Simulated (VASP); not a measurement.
Here is the system:

```
CELL_PARAMETERS angstrom
      0.00000     2.94558     2.94558
      2.94558     0.00000     2.94558
     11.78391    11.78391    -0.00159
ATOMIC_POSITIONS crystal
  Ga 0.02035 0.02035 0.98474
  Ga 0.00108 0.00108 0.24919
  Ga 0.98011 0.98011 0.51492
  Ga 0.99950 0.99950 0.75037
  Sb 0.25857 0.25857 0.05608
  Sb 0.23978 0.23978 0.32017
  As 0.24071 0.24071 0.56947
  As 0.25991 0.25991 0.80507
```

Calculation: PBEsol GGA, VASP's PBE PAW potentials (set 64) (plane waves; VASP). Run with 400 eV cut-off, Gaussian smearing of 0.050 eV, potentials Ga_d Sb As.

Unless said otherwise, spin-orbit coupling is left out, though it shifts the bands of the heavy elements here.

Problem. Predict the band gap (along the path) with the smallest direct gap where there is one.

Solution. 
```
Item                                                          Value
-------------------------  ----------------------------------------
band gap (along the path)  none (metal, semimetal or under 0.01 eV)
```

Total energies compare only between runs with the same potentials, cut-off and functional.

The structure was generated: Ga4As2Sb2 was put into an ordered model structure (R3m), which need not be its known phase. It was relaxed first.
